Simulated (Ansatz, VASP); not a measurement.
# BaAgClO in two plane-wave programs

One calculation is typed for both programs; each brings its own data sets. How far apart do they land? The cell is generated by rule, not measured, and may not be a known phase. The cell is taken from a series of runs on this material, whose earlier steps may have relaxed, scaled, displaced or heated it; both programs get it as it stands.

Program: Ansatz 0.2.0. Level of theory: plane waves, with VASP 6.6.1 beside it; relaxation of cell and atoms at PBE. Results are calculated unless marked as measured.

### 1. The structure

The structure is tetragonal, space group P4/nmm (No. 129). The conventional cell has a = 3.927 Å, b = 3.927 Å, c = 11.233 Å, α = 90.00°, β = 90.00°, γ = 90.00°. Nearest to Ag lie 1 O at 2.39 Å and 5 Cl at 2.87 to 3.11 Å. Nearest to Ba lie 5 O at 2.70 to 2.78 Å and 1 Cl at 3.02 Å. Nearest to Cl lie 5 Ag at 2.87 to 3.11 Å and 1 Ba at 3.02 Å. Nearest to O lie 1 Ag at 2.39 Å and 5 Ba at 2.70 to 2.78 Å. Farther neighbours and most contacts between anions are not listed.

### 2. VASP: relaxation of cell and atoms, PBE, pair 1

The relaxed volume is the usual yardstick between codes: in a stiff, nearly cubic crystal its relative difference is about their pressure difference at one cell divided by the bulk modulus.

Lines of VASP's logs that name or quote its potential files are left out, and so is its time.

INCAR

```
SYSTEM = BaAgClO
PREC = Accurate
ENCUT = 600
EDIFF = 1E-07
NELM = 120
ISMEAR = 0
SIGMA = 0.02
LREAL = .FALSE.
ALGO = Normal
GGA = PE
NBANDS = 42
LASPH = .TRUE.
LORBIT = 11
LWAVE = .FALSE.
LCHARG = .FALSE.
ISIF = 3
IBRION = 2
NSW = 80
EDIFFG = -0.005
GGA_COMPAT = .FALSE.
NELMIN = 4
EFERMI = MIDGAP
KPAR = 2
```

POSCAR

```
BaAgClO
1.0
    2.7765820000      2.7765820000      0.0000000000
   -2.7765820000      2.7765820000      0.0000000000
    0.0000000000      0.0000000000     11.2325310000
Ag Ba Cl O
2 2 2 2
Direct
    0.0000000000      0.0000000000      0.4537699473
    0.5000000000      0.5000000000      0.7962300749
    0.0000000000      0.0000000000      0.0000792341
    0.5000000000      0.5000000000      0.2499207881
    0.5000000000      0.5000000000      0.5190430367
    0.0000000000      0.0000000000      0.7309568965
    0.5000000000      0.5000000000      0.0093219418
    0.0000000000      0.0000000000      0.2406779915
```

KPOINTS

```
Automatic mesh
0
Gamma
6 6 2
0 0 0
```

PAW data sets: Ag, Ba_sv, Cl and O (PBE family, release 64).

Command:

```sh
$ mpirun -np 2 vasp_std
```

Numbers of over 12 decimals in the logs are rounded to 6 here.

The program printed:

```text
[banner, memory and clock lines left out]
running    2 mpi-ranks, on    1 nodes
 distrk:  each k-point on    1 cores,    2 groups
 distr:  one band on    1 cores,    1 groups

 POSCAR found type information on POSCAR AgBaClO
 POSCAR found :  4 types and       8 ions
 LDA part: xc-table for (Slater+PW92), standard interpolation
 POSCAR, INCAR and KPOINTS ok, starting setup
 FFT: planning ... GRIDC
 FFT: planning ... GRID_SOFT
 FFT: planning ... GRID
 WAVECAR not read
 entering main loop
       N       E                     dE             d eps       ncg     rms          rms(c)
DAV:   1     0.535773564733E+03    0.53577E+03   -0.35986E+04  1680   0.168E+03
DAV:   2     0.441856820235E+01   -0.53135E+03   -0.51151E+03  2072   0.334E+02
DAV:   3    -0.402544643757E+02   -0.44673E+02   -0.44167E+02  2088   0.969E+01
DAV:   4    -0.416258734022E+02   -0.13714E+01   -0.13666E+01  2280   0.158E+01
DAV:   5    -0.416650719585E+02   -0.39199E-01   -0.39182E-01  2284   0.244E+00    0.156E+01
DAV:   6    -0.352927242220E+02    0.63723E+01   -0.34679E+01  1966   0.280E+01    0.107E+01
DAV:   7    -0.348607053125E+02    0.43202E+00   -0.38866E+00  1992   0.103E+01    0.538E+00
DAV:   8    -0.346384125829E+02    0.22229E+00   -0.79698E-01  2006   0.531E+00    0.133E+00
DAV:   9    -0.346207572345E+02    0.17655E-01   -0.22259E-01  2254   0.290E+00    0.500E-01
DAV:  10    -0.346231764487E+02   -0.24192E-02   -0.40066E-02  1880   0.979E-01    0.481E-01
DAV:  11    -0.346231166157E+02    0.59833E-04   -0.73684E-03  2024   0.450E-01    0.240E-01
DAV:  12    -0.346234558713E+02   -0.33926E-03   -0.31860E-03  2034   0.339E-01    0.154E-01
DAV:  13    -0.346234439394E+02    0.11932E-04   -0.55796E-04  2120   0.127E-01    0.111E-01
DAV:  14    -0.346234321710E+02    0.11768E-04   -0.68151E-05  2080   0.349E-02    0.754E-02
DAV:  15    -0.346234082958E+02    0.23875E-04   -0.11570E-04  2200   0.671E-02    0.208E-02
DAV:  16    -0.346234104689E+02   -0.21731E-05   -0.32125E-05  2036   0.279E-02    0.948E-03
DAV:  17    -0.346234106239E+02   -0.15498E-06   -0.16517E-06  1928   0.618E-03    0.697E-03
DAV:  18    -0.346234105804E+02    0.43485E-07   -0.53905E-07  1938   0.363E-03
   1 F= -.34623411E+02 E0= -.34623411E+02  d E =-.346234E+02
[... from here on, the cycles between the ionic steps are left out ...]
   2 F= -.34628962E+02 E0= -.34628962E+02  d E =-.555100E-02
   3 F= -.34628978E+02 E0= -.34628978E+02  d E =-.556695E-02
  13 F= -.34630657E+02 E0= -.34630657E+02  d E =-.448549E-04
  14 F= -.34630689E+02 E0= -.34630689E+02  d E =-.764794E-04
  15 F= -.34630717E+02 E0= -.34630717E+02  d E =-.280567E-04
  16 F= -.34630732E+02 E0= -.34630732E+02  d E =-.429659E-04
  17 F= -.34630764E+02 E0= -.34630764E+02  d E =-.323845E-04
  18 F= -.34630767E+02 E0= -.34630767E+02  d E =-.358943E-04
  19 F= -.34630772E+02 E0= -.34630772E+02  d E =-.405726E-04
  20 F= -.34630795E+02 E0= -.34630795E+02  d E =-.229226E-04
 trial-energy change:   -0.000023  1 .order   -0.000024   -0.000029   -0.000018
 step:   2.2594(harm=  2.2594)  dis= 0.00379  next Energy=   -34.630810 (dE=-0.383E-04)
 bond charge predicted
       N       E                     dE             d eps       ncg     rms          rms(c)
DAV:   1    -0.346311198389E+02   -0.32480E-03   -0.63622E-02  1682   0.116E+00    0.149E-01
DAV:   2    -0.346309406753E+02    0.17916E-03   -0.27109E-03  1866   0.269E-01    0.651E-02
DAV:   3    -0.346308504290E+02    0.90246E-04   -0.11048E-04  2016   0.574E-02    0.406E-02
DAV:   4    -0.346308091623E+02    0.41267E-04   -0.76169E-05  2036   0.490E-02    0.143E-02
DAV:   5    -0.346308084465E+02    0.71584E-06   -0.15896E-05  2142   0.188E-02    0.815E-03
DAV:   6    -0.346308086491E+02   -0.20258E-06   -0.10638E-06  2218   0.529E-03    0.518E-03
DAV:   7    -0.346308091458E+02   -0.49675E-06   -0.78128E-07  2000   0.553E-03    0.126E-03
DAV:   8    -0.346308092083E+02   -0.62463E-07   -0.16693E-07  1394   0.194E-03
  21 F= -.34630809E+02 E0= -.34630809E+02  d E =-.370451E-04
 curvature:  -8.02 expect dE=-0.576E-05 dE for cont linesearch -0.470E-08
 trial: gam=-0.02114 g(F)=  0.641E-06 g(S)=  0.768E-07 ort = 0.376E-06 (trialstep = 0.114E+01)
 search vector abs. value=  0.809E-06
 reached required accuracy - stopping structural energy minimisation
```

Parts of OUTCAR (step 2):

```text
ion  position               nearest neighbor table
   1  0.000  0.000  0.454-   8 2.39   5 2.87   5 2.87   5 2.87   5 2.87   6 3.11   4 3.60   4 3.60
                             4 3.60   4 3.60
   2  0.500  0.500  0.796-   7 2.39   6 2.87   6 2.87   6 2.87   6 2.87   5 3.11   3 3.60   3 3.60
                             3 3.60   3 3.60
   3  0.000  0.000  0.000-   8 2.70   7 2.78   7 2.78   7 2.78   7 2.78   6 3.02   2 3.60   2 3.60
                             2 3.60   2 3.60   4 3.95   4 3.95   4 3.95   4 3.95
   4  0.500  0.500  0.250-   7 2.70   8 2.78   8 2.78   8 2.78   8 2.78   5 3.02   1 3.60   1 3.60
                             1 3.60   1 3.60   3 3.95   3 3.95   3 3.95   3 3.95
   5  0.500  0.500  0.519-   1 2.87   1 2.87   1 2.87   1 2.87   4 3.02   2 3.11
   6  0.000  0.000  0.731-   2 2.87   2 2.87   2 2.87   2 2.87   3 3.02   1 3.11
   7  0.500  0.500  0.009-   2 2.39   4 2.70   3 2.78   3 2.78   3 2.78   3 2.78
   8  0.000  0.000  0.241-   1 2.39   3 2.70   4 2.78   4 2.78   4 2.78   4 2.78

  LATTYP: Found a simple tetragonal cell.
 ALAT       =     3.9266799214
 C/A-ratio  =     2.8605669993

 Subroutine GETGRP returns: Found 16 space group operations
 (whereof  8 operations were pure point group operations)

The static configuration has the point symmetry C_4v.
 The point group associated with its full space group is D_4h.

 Found     20 irreducible k-points:

   k-points           NKPTS =     20   k-points in BZ     NKDIM =     20   number of bands    NBANDS=     42

   dimension x,y,z NGX =    32 NGY =   32 NGZ =   90
   dimension x,y,z NGXF=    64 NGYF=   64 NGZF=  180

   ENCUT  =  600.0 eV  44.10 Ry    6.64 a.u.   7.84  7.84 22.43*2*pi/ulx,y,z

   NELECT =      68.0000    total number of electrons

 k-points in reciprocal lattice and weights: Automatic mesh
   0.00000000  0.00000000  0.00000000       0.014
   0.16666667  0.00000000  0.00000000       0.056
   0.33333333  0.00000000  0.00000000       0.056
   0.50000000  0.00000000  0.00000000       0.028
   0.16666667  0.16666667  0.00000000       0.056
   0.33333333  0.16666667  0.00000000       0.111
   0.50000000  0.16666667  0.00000000       0.056
   0.33333333  0.33333333  0.00000000       0.056
   0.50000000  0.33333333  0.00000000       0.056
[...]
0.50000000  0.33333333  0.50000000       0.056
   0.50000000  0.50000000  0.50000000       0.014

 average (electrostatic) potential at core
       1 -74.4521       2 -74.4521       3 -35.3407       4 -35.3407       5 -92.2205
       6 -92.2205       7 -70.5580       8 -70.5580

 E-fermi :   3.2367

 k-point     1 :       0.0000    0.0000    0.0000
  band No.  band energies     occupation
    ...
     30       1.8576      2.00000
     31       2.1391      2.00000
     32       2.1391      2.00000
     33       2.1426      2.00000
     34       2.1426      2.00000
     35       4.0748      0.00000
     36       5.1380      0.00000
     37       5.2627      0.00000
     38       6.3512      0.00000
     39       7.3543      0.00000
    ...

 k-point     2 :       0.1667    0.0000    0.0000
  band No.  band energies     occupation
    ...
     30       1.7307      2.00000
     31       1.9096      2.00000
     32       1.9209      2.00000
     33       1.9605      2.00000
     34       2.1199      2.00000
     35       4.6916      0.00000
     36       5.6345      0.00000
     37       5.7465      0.00000
     38       6.8506      0.00000
     39       7.7188      0.00000
    ...

 k-point     3 :       0.3333    0.0000    0.0000
  band No.  band energies     occupation
    ...
     30       1.4245      2.00000
     31       1.8155      2.00000
     32       1.8751      2.00000
     33       1.9779      2.00000
     34       2.1064      2.00000
     35       5.8941      0.00000
     36       6.2188      0.00000
     37       7.1462      0.00000
     38       7.3072      0.00000
     39       7.4634      0.00000
    ...

  Total        0.0024546      0.0024546     -0.0008286      0.0000000      0.0000000      0.0000000
  in kB        0.0224903      0.0224903     -0.0075920      0.0000000      0.0000000      0.0000000
  external PRESSURE =       0.0124629 kB  Pullay stress =       0.0000000 kB

  energy-cutoff  :      600.00
  volume of cell :      174.86
      direct lattice vectors                 reciprocal lattice vectors
     2.786313173  2.786313173  0.000000000     0.179448601  0.179448601  0.000000000
    -2.786313173  2.786313173 -0.000000000    -0.179448601  0.179448601  0.000000000
    -0.000000000 -0.000000000 11.261740954    -0.000000000 -0.000000000  0.088796218

 POSITION                                       TOTAL-FORCE (eV/Angst)
 -----------------------------------------------------------------------------------
     -0.00000     -0.00000      5.12827        -0.000000     -0.000000      0.000382
     -0.00000      2.78631      8.94891         0.000000      0.000000     -0.000382
     -0.00000     -0.00000     11.24810         0.000000      0.000000     -0.002093
     -0.00000      2.78631      2.82907        -0.000000     -0.000000      0.002093
     -0.00000      2.78631      5.86026         0.000000      0.000000     -0.001378
     -0.00000     -0.00000      8.21692        -0.000000     -0.000000      0.001378
     -0.00000      2.78631      0.07824         0.000000      0.000000     -0.000464
     -0.00000     -0.00000      2.73719        -0.000000     -0.000000      0.000464
 -----------------------------------------------------------------------------------
    total drift:                                0.000000     -0.000000      0.002118

  FREE ENERGIE OF THE ION-ELECTRON SYSTEM (eV)
  ---------------------------------------------------
  free  energy   TOTEN  =       -34.6308092083 eV

  energy  without entropy=      -34.6308092083  energy(sigma->0) =      -34.63080921

 reached required accuracy - stopping structural energy minimisation

 total charge
# of ion       s       p       d       tot
------------------------------------------
    1        0.222   0.142   9.332   9.695
    2        0.222   0.142   9.332   9.695
    3        2.012   5.623   0.320   7.954
    4        2.012   5.623   0.320   7.954
    5        1.604   3.485   0.000   5.089
    6        1.604   3.485   0.000   5.089
    7        1.557   3.351   0.000   4.908
    8        1.557   3.351   0.000   4.908
--------------------------------------------------
tot         10.790  25.200  19.303  55.293

[... 3 further parts left out ...]
```

CONTCAR:

```
BaAgClO
   1.00000000000000
     2.7863131727662140    2.7863131727662140    0.0000000000000000
    -2.7863131727662140    2.7863131727662140   -0.0000000000000000
    -0.0000000000000000   -0.0000000000000000   11.2617409535264894
  Ag              Ba              Cl              O
     2     2     2     2
Direct
     0.0000000000000000    0.0000000000000000    0.4553709441422126
     0.5000000000000000    0.5000000000000000    0.7946290780577929
     0.0000000000000000    0.0000000000000000    0.9987889335333401
     0.5000000000000000    0.5000000000000000    0.2512110886666580
     0.5000000000000000    0.5000000000000000    0.5203687848008156
     0.0000000000000000    0.0000000000000000    0.7296311483991789
     0.5000000000000000    0.5000000000000000    0.0069473712951828
     0.0000000000000000    0.0000000000000000    0.2430525620048206
```

The run keeps the 16 symmetry operations of its start, so it cannot find a distortion of lower symmetry.

(Part 1 of 2 ends here.)

[Lines on the potential files, build, host, timing and source positions are cut from VASP's logs without a mark.]

[Logs are printed without paths, hosts, clocks, repeated set-up lines and the standing remarks that a program may print on its own settings, such as how far it seeks lower states.]

[Hosts, paths, dates, database ids (printed as entryN), source tags and the programs' standing remarks are cut or masked in the printed files.]
